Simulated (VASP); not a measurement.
Given:

```xyz
3
Lattice="0.0000 3.4996 3.4996 3.4996 0.0000 3.4996 3.4996 3.4996 0.0000" Properties=species:S:1:pos:R:3 pbc="T T T"
Sr     0.0000     0.0000     0.0000
Cl     1.7498     1.7498     1.7498
Cl     5.2494     5.2494     5.2494
```

Calculation: MS2 meta-GGA, VASP's PBE PAW potentials (set 64) (plane waves; VASP). Settings: 520 eV cut-off, 6×6×6 Γ-centred mesh, tetrahedra with Blöchl corrections, potentials Sr_sv Cl.

Predict the energy per atom (σ→0), band gap (over mesh and band path) with the smallest direct gap where there is one.

- band gap (over mesh and band path) = 5.98 eV
- smallest direct gap (over mesh and band path) = 6.02 eV
- energy per atom (σ→0) = -7852 meV/atom

Total energies compare only between runs with the same potentials, cut-off and functional.

The compound is SrCl2 in the fluorite structure. It was relaxed first.
